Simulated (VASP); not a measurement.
Level of theory: PBEsol GGA, VASP's PBE PAW potentials (set 64) (plane waves; VASP).

A VASP calculation is set up with these files.

### KPOINTS
```
Regular mesh
0
Gamma
  4 6 1
0 0 0
```

**INCAR**
```
SYSTEM=ZnO(100) slab
PREC=Normal; ENCUT=450; LREAL=.FALSE.
LASPH=.TRUE.
EDIFF=1E-6; NELM=100; NELMIN=4
ALGO=Normal; LMAXMIX=4
ISMEAR=0; SIGMA=0.05
GGA=PS
LWAVE=.FALSE.; LCHARG=.FALSE.; LORBIT=11
LVHAR=.TRUE.
DIPOL=0.5 0.5 0.5
LDIPOL=.TRUE.; IDIPOL=3
```

### POSCAR
```
ZnO(100) slab
1
    5.2238605407     0.0000000000     0.0000000000
    0.0000000000     3.2381934450     0.0000000000
    0.0000000000     0.0000000000    26.1629400986
Zn O
8 8
Direct
  0.0339316421   0.0000000000   0.6646121218
  0.4965160971   0.5000000000   0.6474839327
  0.9994814899   0.5000000000   0.5682642698
  0.4947518146   0.0000000000   0.5377416021
  0.9947518146   0.0000000000   0.4622583979
  0.4994814899   0.5000000000   0.4317357302
  0.9965160971   0.5000000000   0.3525160673
  0.5339316421   0.0000000000   0.3353878782
  0.3802314576   0.0000000000   0.6787952618
  0.8735904340   0.5000000000   0.6417094777
  0.3755516348   0.5000000000   0.5726059499
  0.8739454298   0.0000000000   0.5345635434
  0.3739454298   0.0000000000   0.4654364566
  0.8755516348   0.5000000000   0.4273940501
  0.3735904340   0.5000000000   0.3582905223
  0.8802314576   0.0000000000   0.3212047382
```

POTCAR, in this order: Zn O (PBE.64 set). Program: vasp_std. Read from the step before: WAVECAR.

Task: What will the output report for the number of irreducible k-points (NKPTS), largest plane-wave count, number of space-group operations, FFT grid (NGX, NGY, NGZ)?

Result: 
```yaml
number of irreducible k-points (NKPTS): 12
largest_plane_wave_count: 9636
number_of_space_group_operations: 4
FFT grid (NGX, NGY, NGZ): 28 × 18 × 140
```

The cell is a thin slab with vacuum, built from ZnO (wurtzite): (100) face.
